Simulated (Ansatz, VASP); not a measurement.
## ZrB2 in two plane-wave programs

One calculation is typed for both programs; each brings its own data sets. How far apart do they land? Of the first pair: The cell is taken from a series of runs on this material, whose earlier steps may have relaxed, scaled, displaced or heated it; both programs get it as it stands.

Program: Ansatz 0.2.0. Level of theory: plane waves, with VASP 6.6.1 beside it; relaxation of cell and atoms at LDA and single point at LDA. Results are calculated unless marked as measured.

### Step 1. The structure

The structure is hexagonal, space group P6/mmm (No. 191). The conventional cell has a = 3.133 Å, b = 3.133 Å, c = 3.489 Å, α = 90.00°, β = 90.00°, γ = 120.00°. Nearest to B lie 3 B at 1.81 Å and 6 Zr at 2.51 Å. Nearest to Zr lie 12 B at 2.51 Å. Farther neighbours are not listed.

Coordinates:

```cif
data_structure
_symmetry_space_group_name_H-M 'P6/mmm'
_symmetry_Int_Tables_number 191
_cell_length_a 3.1328
_cell_length_b 3.1328
_cell_length_c 3.4895
_cell_angle_alpha 90.000
_cell_angle_beta 90.000
_cell_angle_gamma 120.000
_cell_volume 29.66
loop_
_atom_site_label
_atom_site_type_symbol
_atom_site_symmetry_multiplicity
_atom_site_Wyckoff_symbol
_atom_site_fract_x
_atom_site_fract_y
_atom_site_fract_z
_atom_site_occupancy
B1 B 2 d 0.33333 0.66667 0.50000 1
Zr1 Zr 1 a 0.00000 0.00000 0.00000 1
```

### Step 2. VASP: relaxation of cell and atoms, LDA, pair 1

The relaxed volume is the usual yardstick between codes: in a stiff, nearly cubic crystal its relative difference is about their pressure difference at one cell divided by the bulk modulus.

Lines of VASP's logs that name or quote its potential files are left out, and so is its time.

INCAR reads:

```
SYSTEM = ZrB2
PREC = Accurate
ENCUT = 500
EDIFF = 1E-07
NELM = 120
ISMEAR = 1
SIGMA = 0.2
LREAL = .FALSE.
ALGO = Normal
GGA = PW92
NBANDS = 15
LASPH = .TRUE.
LORBIT = 11
LWAVE = .FALSE.
LCHARG = .FALSE.
ISIF = 3
IBRION = 2
NSW = 80
EDIFFG = -0.005
GGA_COMPAT = .FALSE.
NELMIN = 4
KPAR = 2
```

POSCAR reads:

```
ZrB2
1.0
    3.1327980000      0.0000000000      0.0000000000
   -1.5663990000      2.7130830000      0.0000000000
    0.0000000000      0.0000000000      3.4894800000
B Zr
2 1
Direct
    0.3333333333      0.6666666667      0.5000000000
    0.6666666667      0.3333333333      0.5000000000
    0.0000000000      0.0000000000      0.0000000000
```

KPOINTS reads:

```
Automatic mesh
0
Gamma
15 15 12
0 0 0
```

The projector-augmented-wave data sets are B and Zr_sv (LDA family, release 64).

Started as:

```bash
$ mpirun -np 2 vasp_std
```

Numbers of over 12 decimals in the logs are rounded to 6 here.

What it wrote:

```text
[banner, memory and clock lines left out]
running    2 mpi-ranks, on    1 nodes
 distrk:  each k-point on    1 cores,    2 groups
 distr:  one band on    1 cores,    1 groups

 POSCAR found type information on POSCAR B Zr
 POSCAR found :  2 types and       3 ions
|                                                                             |
|               ----> ADVICE to this user running VASP <----                  |
|                                                                             |
|     You enforced a specific xc type in the INCAR file but a different       |
|     [... a line on the potential file left out ...]
|     I HOPE YOU KNOW WHAT YOU ARE DOING!                                     |
|                                                                             |

 LDA part: xc-table for (Slater(with rela. corr.)+PW92), standard interpolation
 POSCAR, INCAR and KPOINTS ok, starting setup
 FFT: planning ... GRIDC
 FFT: planning ... GRID_SOFT
 FFT: planning ... GRID
 WAVECAR not read
 entering main loop
       N       E                     dE             d eps       ncg     rms          rms(c)
DAV:   1     0.990396506694E+02    0.99040E+02   -0.95607E+03  5670   0.117E+03
DAV:   2    -0.260034955418E+02   -0.12504E+03   -0.12050E+03  7112   0.302E+02
DAV:   3    -0.302513602684E+02   -0.42479E+01   -0.42175E+01  9134   0.479E+01
DAV:   4    -0.303174584194E+02   -0.66098E-01   -0.66091E-01  6432   0.553E+00
DAV:   5    -0.303192703837E+02   -0.18120E-02   -0.18119E-02  8918   0.597E-01    0.233E+01
DAV:   6    -0.275293367766E+02    0.27899E+01   -0.65935E+00  7093   0.178E+01    0.942E+00
DAV:   7    -0.274830688439E+02    0.46268E-01   -0.73773E-01  8443   0.539E+00    0.354E+00
DAV:   8    -0.274833570424E+02   -0.28820E-03   -0.10823E-01  6936   0.287E+00    0.488E-01
DAV:   9    -0.274788490867E+02    0.45080E-02   -0.21177E-02  7202   0.117E+00    0.160E-01
DAV:  10    -0.274786264790E+02    0.22261E-03   -0.11156E-03  6594   0.312E-01    0.464E-02
DAV:  11    -0.274786257840E+02    0.69508E-06   -0.56368E-05  7872   0.700E-02    0.146E-02
DAV:  12    -0.274786236829E+02    0.21010E-05   -0.47907E-06  7888   0.158E-02    0.477E-03
DAV:  13    -0.274786235558E+02    0.12713E-06   -0.64001E-07  8042   0.659E-03    0.172E-03
DAV:  14    -0.274786235509E+02    0.49533E-08   -0.41164E-08  3283   0.208E-03
   1 F= -.27478624E+02 E0= -.27478791E+02  d E =-.274786E+02
 curvature:   0.00 expect dE= 0.000E+00 dE for cont linesearch  0.000E+00
 trial: gam= 0.00000 g(F)=  0.103E-46 g(S)=  0.730E-04 ort = 0.000E+00 (trialstep = 0.100E+01)
 search vector abs. value=  0.730E-04
 bond charge predicted
       N       E                     dE             d eps       ncg     rms          rms(c)
DAV:   1    -0.274789632458E+02   -0.33969E-03   -0.11206E-02  6548   0.107E+00    0.252E-01
DAV:   2    -0.274786454065E+02    0.31784E-03   -0.91022E-04  6845   0.326E-01    0.629E-02
DAV:   3    -0.274786056958E+02    0.39711E-04   -0.23660E-04  8850   0.115E-01    0.243E-02
DAV:   4    -0.274786115301E+02   -0.58343E-05   -0.10588E-05  8594   0.226E-02    0.122E-02
DAV:   5    -0.274786159233E+02   -0.43933E-05   -0.94371E-06  9066   0.182E-02    0.828E-03
DAV:   6    -0.274786164714E+02   -0.54810E-06   -0.41727E-07  8384   0.543E-03    0.215E-03
DAV:   7    -0.274786165059E+02   -0.34515E-07   -0.47915E-08  3704   0.192E-03
   2 F= -.27478617E+02 E0= -.27478784E+02  d E =0.704491E-05
 trial-energy change:    0.000007  1 .order    0.000007   -0.000073    0.000087
 step:   0.4555(harm=  0.4555)  dis= 0.00000  next Energy=   -27.478640 (dE=-0.166E-04)
 bond charge predicted
       N       E                     dE             d eps       ncg     rms          rms(c)
DAV:   1    -0.274787442691E+02   -0.12780E-03   -0.33288E-03  6527   0.583E-01    0.138E-01
DAV:   2    -0.274786490656E+02    0.95203E-04   -0.26856E-04  6817   0.177E-01    0.344E-02
DAV:   3    -0.274786371497E+02    0.11916E-04   -0.71109E-05  8807   0.630E-02    0.134E-02
DAV:   4    -0.274786388615E+02   -0.17118E-05   -0.31419E-06  8568   0.124E-02    0.661E-03
DAV:   5    -0.274786401327E+02   -0.12713E-05   -0.28134E-06  9051   0.996E-03    0.455E-03
DAV:   6    -0.274786402939E+02   -0.16115E-06   -0.11034E-07  6188   0.299E-03    0.112E-03
DAV:   7    -0.274786403033E+02   -0.93694E-08   -0.30966E-08  3311   0.136E-03
   3 F= -.27478640E+02 E0= -.27478808E+02  d E =-.167524E-04
 curvature:  -0.23 expect dE=-0.507E-06 dE for cont linesearch -0.188E-08
 trial: gam= 0.04113 g(F)=  0.305E-46 g(S)=  0.223E-05 ort =-0.776E-06 (trialstep = 0.891E+00)
 search vector abs. value=  0.229E-05
 reached required accuracy - stopping structural energy minimisation
```

Parts of OUTCAR (step 2):

```text
ion  position               nearest neighbor table
   1  0.333  0.667  0.500-   2 1.81   2 1.81   2 1.81   3 2.51   3 2.51   3 2.51   3 2.51   3 2.51
                             3 2.51
   2  0.667  0.333  0.500-   1 1.81   1 1.81   1 1.81   3 2.51   3 2.51   3 2.51   3 2.51   3 2.51
                             3 2.51
   3  0.000  0.000  0.000-   1 2.51   2 2.51   1 2.51   2 2.51   2 2.51   2 2.51   1 2.51   1 2.51
                             2 2.51   2 2.51   1 2.51   1 2.51

  LATTYP: Found a hexagonal cell.
 ALAT       =     3.1327980000
 C/A-ratio  =     1.1138541330

 Subroutine GETGRP returns: Found 24 space group operations
 (whereof 24 operations were pure point group operations)

The static configuration has the point symmetry D_6h.

 Found    189 irreducible k-points:

   k-points           NKPTS =    189   k-points in BZ     NKDIM =    189   number of bands    NBANDS=     15

   dimension x,y,z NGX =    24 NGY =   24 NGZ =   28
   dimension x,y,z NGXF=    48 NGYF=   48 NGZF=   56

   ENCUT  =  500.0 eV  36.75 Ry    6.06 a.u.   5.71  5.71  6.36*2*pi/ulx,y,z

   NELECT =      18.0000    total number of electrons

 k-points in reciprocal lattice and weights: Automatic mesh
   0.00000000  0.00000000  0.00000000       0.000
   0.06666667  0.00000000  0.00000000       0.002
   0.13333333  0.00000000  0.00000000       0.002
   0.20000000  0.00000000  0.00000000       0.002
   0.26666667  0.00000000  0.00000000       0.002
   0.33333333  0.00000000  0.00000000       0.002
   0.40000000  0.00000000  0.00000000       0.002
   0.46666667  0.00000000  0.00000000       0.002
   0.06666667  0.06666667  0.00000000       0.002
[...]
0.33333333  0.26666667  0.50000000       0.004
   0.33333333  0.33333333  0.50000000       0.001

 average (electrostatic) potential at core
       1 -26.7357       2 -26.7357       3 -71.9840

 E-fermi :  10.8409

 k-point     1 :       0.0000    0.0000    0.0000
  band No.  band energies     occupation
    ...
      5      -1.8589      2.00000
      6       8.1619      2.00000
      7       8.1619      2.00000
      8       8.1916      2.00000
      9       8.5894      2.00000
     10      14.3914     -0.00000
     11      14.3914     -0.00000
     12      15.1842      0.00000
     13      15.1842      0.00000
     14      16.0971      0.00000
    ...

 k-point     2 :       0.0667    0.0000    0.0000
  band No.  band energies     occupation
    ...
      5      -1.7666      2.00000
      6       7.9039      2.00000
      7       8.1692      2.00000
      8       8.2826      2.00000
      9       8.4767      2.00000
     10      14.3320     -0.00000
     11      14.5500     -0.00000
     12      14.5691     -0.00000
     13      14.7802     -0.00000
     14      16.4734      0.00000
    ...

 k-point     3 :       0.1333    0.0000    0.0000
  band No.  band energies     occupation
    ...
      5      -1.4977      2.00000
      6       7.2460      2.00000
      7       8.1748      2.00000
      8       8.1895      2.00000
      9       8.5147      2.00000
     10      13.7166     -0.00000
     11      14.1704     -0.00000
     12      14.3831     -0.00000
     13      14.8800      0.00000
     14      17.1183      0.00000
    ...

  Total       -0.0066955     -0.0066955      0.0069801      0.0000000     -0.0000000      0.0000000
  in kB       -0.3613927     -0.3613928      0.3767524      0.0000000     -0.0000000      0.0000000
  external PRESSURE =      -0.1153444 kB  Pullay stress =       0.0000000 kB

  energy-cutoff  :      500.00
  volume of cell :       29.68
      direct lattice vectors                 reciprocal lattice vectors
     3.133498939  0.000000000 -0.000000000     0.319132069  0.184250962  0.000000000
    -1.566749470  2.713690031 -0.000000000     0.000000000  0.368501925  0.000000000
     0.000000000 -0.000000000  3.490801180     0.000000000  0.000000000  0.286467189

 POSITION                                       TOTAL-FORCE (eV/Angst)
 -----------------------------------------------------------------------------------
     -0.00000      1.80913      1.74540         0.000000      0.000000      0.000000
      1.56675      0.90456      1.74540        -0.000000      0.000000      0.000000
     -1.56675      2.71369      3.49080         0.000000     -0.000000      0.000000
 -----------------------------------------------------------------------------------
    total drift:                               -0.000000      0.000000      0.000000

  FREE ENERGIE OF THE ION-ELECTRON SYSTEM (eV)
  ---------------------------------------------------
  free  energy   TOTEN  =       -27.4786403033 eV

  energy  without entropy=      -27.4791420335  energy(sigma->0) =      -27.47880755

 reached required accuracy - stopping structural energy minimisation

 total charge
# of ion       s       p       d       tot
------------------------------------------
    1        0.669   1.282   0.000   1.950
    2        0.669   1.282   0.000   1.950
    3        2.178   6.041   1.842  10.060
--------------------------------------------------
tot          3.515   8.604   1.842  13.961

[... 3 further parts left out ...]
```

CONTCAR:

```
ZrB2
   1.00000000000000
     3.1334989391820502    0.0000000000000000   -0.0000000000000000
    -1.5667494695910251    2.7136900313711290   -0.0000000000000000
     0.0000000000000000   -0.0000000000000000    3.4908011800012861
  B               Zr
     2     1
Direct
     0.3333333332999970    0.6666666667000030    0.5000000000000000
     0.6666666667000030    0.3333333332999970    0.5000000000000000
     0.0000000000000000    1.0000000000000000    1.0000000000000000
```

### Step 3. Ansatz: relaxation of cell and atoms, LDA, pair 1

Ansatz runs on its PAW soft_1 files.

The same cell, functional (in two slightly different forms), mesh and smearing now go to Ansatz, which takes its cutoff from its data sets.

input.yaml reads:

```yaml
crystal:
  lattice:
    - [3.1327984606, 0.0, 0.0]
    - [-1.5663992303, 2.7130830518, 0.0]
    - [0.0, 0.0, 3.4894799151]
  atoms:
    - { symbol: B, position: [0.3333333333, 0.6666666667, 0.5] }
    - { symbol: B, position: [0.6666666667, 0.3333333333, 0.5] }
    - { symbol: Zr, position: [0.0, 0.0, 0.0] }
kpoints:
  mp_grid: { grid: [15, 15, 12] }
hamiltonian:
  xc: lda
  pseudopotentials: { kind: paw, azcp: { folder: soft_1 }, xc_functional: pbe }
scf:
  occupations: { method: methfessel_paxton, width: 0.2 }
output:
  forces: true
  stress: true
  eigenvalues: true
relax:
  adjacent_minimum: "off"
  f_tol: 0.001
  max_steps: 60
  cell: { stress_tol: 0.01 }
```

Started as:

```bash
$ ansatz run input.yaml --threads 4 --pin off --max-ram 10240MiB --backend cpu --events-out ev --progress --plain --runs-dir out
```

What it wrote:

```text
Engine: ansatz 0.2.0, aarch64-unknown-linux-gnu
Pseudopotentials: kind: paw
Pseudopotential: B, paw, valence charge 3, recommended cutoff 420 eV (normal), soft_1/B.paw.azcp
Pseudopotential: Zr, paw, valence charge 12, recommended cutoff 420 eV (normal), soft_1/Zr.paw.azcp
Functional definition: SPW92
  exchange = slater_x
  correlation = pw_c
Crystal: 3 atoms, lattice volume = 29.659 Å³
Basis set: ecut = 420 eV, 563 PW (Γ)
Bands: 13, of which v1, the nominal top of the filled ones, is band 9 counted from 1 (8 counted from 0)
Symmetry: 24 space group operations
Space group: P6/mmm (ITA 191), of the structure as read, at distance tolerance 3.1e-5 Å
k-points: 189 of 2700
Non-local potential: B, projectors of the file, l = 0: 2, l = 1: 2, l = 2: 1
Non-local potential: Zr, projectors of the file, l = 0: 3, l = 1: 2, l = 2: 2, l = 3: 1
PAW form: soft (Blöchl's): semilocal exchange-correlation on the pseudo side does not see the compensation charge
PAW frozen core: B, regenerated for the run's functional, and the local potential with it (the file was generated under x = pbe(κ = 0.804, μ = 0.219515), c = pbe(β = 0.066725))
PAW frozen core: Zr, regenerated for the run's functional, and the local potential with it (the file was generated under x = pbe(κ = 0.804, μ = 0.219515), c = pbe(β = 0.066725))
PAW one-centre angular grid: B, 110 points (default); XC on 64 Gauss nodes
PAW one-centre angular grid: Zr, 590 points (default); XC on 64 Gauss nodes
Initial density: superposition of atomic densities (chi_scale 0.1, normalization cell, long waves kept (reshape's long-wave potential 0.00 eV rms))
Initial wavefunctions: pseudopotential atomic-orbital guess
Functional: x = slater, c = lda
SCF iter   1: F=—  HF=-4380.862963 eV  |F-HF|=—  |Δ(HF+E_count)|=         —  Δρ=5.91e-2  dr2=1.90e0  ethr=3.10e-3  ⟨swp⟩=4.9  Hψ=11861  notcnv=0
preconditioner: auto → none  [metal: Δε(μ)=0.035 eV  Ē_g=17.137 eV  σ=0.200 eV  W_gap=0.15  n_scr=8 (ndim 8)  ℏωp=27.3 eV  f_vac=0.000  D(μ)=0.25/eV (n_scr^D=0)  sad-step TF]
SCF iter   2: F=—  HF=-4380.421061 eV  |F-HF|=—  |Δ(HF+E_count)|=   4.42e-1  S|Δr|=    0.00e0  Δρ=2.92e-2  dr2=4.23e-1  ethr=3.10e-3  ⟨swp⟩=2.2  Hψ=4957  notcnv=0
SCF iter   3: F=—  HF=-4380.294134 eV  |F-HF|=—  |Δ(HF+E_count)|=   1.27e-1  S|Δr|=    0.00e0  Δρ=2.21e-3  dr2=1.02e-3  ethr=2.35e-3  ⟨swp⟩=2.0  Hψ=4163  notcnv=0
SCF iter   4: F=—  HF=-4380.294407 eV  |F-HF|=—  |Δ(HF+E_count)|=   2.73e-4  S|Δr|=    0.00e0  Δρ=3.96e-4  dr2=3.16e-5  ethr=5.66e-6  ⟨swp⟩=2.5  Hψ=5571  notcnv=0
SCF iter   5: F=—  HF=-4380.294418 eV  |F-HF|=—  |Δ(HF+E_count)|=   1.02e-5  S|Δr|=    0.00e0  Δρ=4.12e-5  dr2=7.47e-7  ethr=1.76e-7  ⟨swp⟩=2.0  Hψ=4036  notcnv=0
SCF iter   6: F=-4380.294418 eV  HF=-4380.294418 eV  |F-HF|=7.45e-10  |Δ(HF+E_count)|=   1.02e-7  S|Δr|=    0.00e0  Δρ=4.82e-6  dr2=4.95e-9  ethr=5.56e-10  ⟨swp⟩=5.4  Hψ=11615  notcnv=0
SCF 1 converged in 6 iterations: F = -4380.294418 eV  dr2 = 4.95e-9
  greatest PAW one-centre occupation: 0.994 electrons in one spin orbital (limit 2), on the Zr atom at site 2 (counted from 0), in its partial waves of l = 0
relax step   1: F+E_penalty+E_count = -4380.29441751 eV  Δ(F+E_penalty+E_count) = +0.000e0 eV  max|allowed force component| = 1.974e-16 eV/Å  Δτ_max = 0.0000 Å  P = -0.009 GPa  Ω = 29.659 Å³  (6 SCF iters, dr2 threshold 1.00e-7 eV, accepted)
[...]
relax step   2: F+E_penalty+E_count = -4380.29441805 eV  Δ(F+E_penalty+E_count) = -5.374e-7 eV  max|allowed force component| = 2.159e-16 eV/Å  Δτ_max = 0.0000 Å  P = -0.004 GPa  Ω = 29.659 Å³  energy of the carried Pulay correction = +4.131e-7 eV  (3 SCF iters, dr2 threshold 7.53e-10 eV, accepted)
[...]
relax step   3: F+E_penalty+E_count = -4380.29441767 eV  Δ(F+E_penalty+E_count) = +3.769e-7 eV  max|allowed force component| = 1.665e-16 eV/Å  Δτ_max = 0.0000 Å  P = -0.004 GPa  Ω = 29.659 Å³  stress off target by 8.69e-3 GPa  SCF on the basis re-selected at this cell (its energy is not comparable with the rows above)  (4 SCF iters)
basis re-selected at this cell: Δ(F+E_penalty+E_count) = +3.769e-7 eV, ΔP = +0.000 GPa vs the last step (what re-selecting the basis moved, of the pressure what is left beyond the Pulay correction that the steps carried, after the strain that the cell walked since its last selection, with what the two solves' SCF thresholds leave and, on support functions, any second-order correction that the steps lacked; it is no m [...]
SCF converged after 4 iterations
Stability not checked: this state was not tested for a lower state beside it, because cold or Methfessel-Paxton smearing, or corrected tetrahedra, fill the levels in a way that the test cannot read (fill_not_monotonic; see scf.lower_state_search)
Free energy (F): -4380.294418 eV
Harris-Foulkes:  -4380.294418 eV  (|F-HF|=1.82e-12)
Internal energy: -4380.294920 eV  (E = F + TS)
E sigma→0 (E₀):  -4380.294543 eV
Entropy (-TS):   0.000502 eV (0.167 meV/atom)
Fermi energy:    16.070250 eV
--- Per-component energies (eV) ---
  E_band       = -18.457701
  E_kinetic    = 422.250200
  E_local      = -515.966729  (includes V_loc(G=0)·N_el)
  E_nonlocal   = 94.673944
  E_hartree    = 174.397917
  E_xc         = -222.680596
  E_vxc        = -264.530995  (∫ρ·V_xc dr)
  E_paw        = -3003.368426  (= ΣΔE_a)
  E_vpaw       = -103.679946  (= ΣTr[D̂ρ^β])
  E_aug_tail   = -0.000004  (compensation charges beyond the density's cutoff)
  E_ewald      = -1330.063294
  E_core_change = 0.462069  (= ΣΔE_core)
  E_smearing   = 0.000502  (= −TS)
  E_closure    = 0.000000  (closes the sum)
  Σ components = -4380.294418   (vs F -4380.294418, Δ=0.00e0)
--- Forces (eV/Å), atoms counted from 1 ---
  atom   1  B      0.00000000    -0.00000000     0.00000000
  atom   2  B     -0.00000000     0.00000000     0.00000000
  atom   3  Zr     0.00000000     0.00000000     0.00000000
  max |Σ_I F_I| component: 5.55e-17 eV/Å
--- Stress (GPa, compression-positive) ---
       -0.001494       0.000000       0.000000
        0.000000      -0.001494       0.000000
        0.000000       0.000000      -0.008694
  P = ⅓ Tr σ = -0.0039 GPa (-0.039 kbar)
--- Band table (eV; the first three rows and the last of 189) ---
  k-point 0: bands = [... 5 lower, 13.3863, 13.3863, 13.4147, 13.8106, 19.6263, 19.6263, 20.4165, 20.4165]
  k-point 1: bands = [... 5 lower, 12.7126, 13.4537, 13.4537, 14.4812, 19.0464, 19.0464, 20.1920, 20.1920]
  k-point 2: bands = [... 5 lower, 11.8103, 13.6538, 13.6538, 15.3123, 18.1735, 18.1735, 19.5990, 19.5990]
  k-point 188: bands = [... 5 lower, 7.3064, 11.1667, 13.4429, 13.4429, 20.3472, 22.4793, 22.4793, 22.9351]
--- Relaxed structure (2 steps of the walk, 2 accepted, 1 SCFs on fresh bases) ---
  F+E_penalty+E_count = -4380.29441767 eV   max|allowed force component| = 1.665e-16 eV/Å   (the final SCF, on the basis selected at the relaxed cell)
  cell:  # Å, volume = 29.6585 Å³
    - [3.132686, 0.0, 0.0]
    - [-1.566343, 2.712986, 0.0]
    - [0.0, 0.0, 3.489677]
  atoms:
    - { symbol: B, position: [0.333333, 0.666667, 0.500000] }
    - { symbol: B, position: [0.666667, 0.333333, 0.500000] }
    - { symbol: Zr, position: [0, 0, 0.0] }
```

### Step 4. Comparison

Known differences besides the potentials themselves: the cutoff is 420 eV in Ansatz and 500 eV in VASP; VASP's log shows a relativistic correction to its local exchange, Ansatz's none; Ansatz adds a Pulay correction to the stress that steers its cell, VASP none. Total energies have different zeros and are not compared.

Compared:

```csv
quantity,Ansatz,VASP,difference
volume (Å³),29.66,29.68,-0.08 %
"edge a after relaxation, in the typed setting (Å)",3.133,3.134,-0.03 %
"edge c after relaxation, in the typed setting (Å)",3.490,3.491,-0.03 %
```

(Part 1 of 2 ends here.)

[Lines on the potential files, build, host, timing and source positions are cut from VASP's logs without a mark.]

[Logs are printed without paths, hosts, clocks, repeated set-up lines and the standing remarks that a program may print on its own settings, such as how far it seeks lower states.]

[Hosts, paths, dates, database ids (printed as entryN), source tags and the programs' standing remarks are cut or masked in the printed files.]
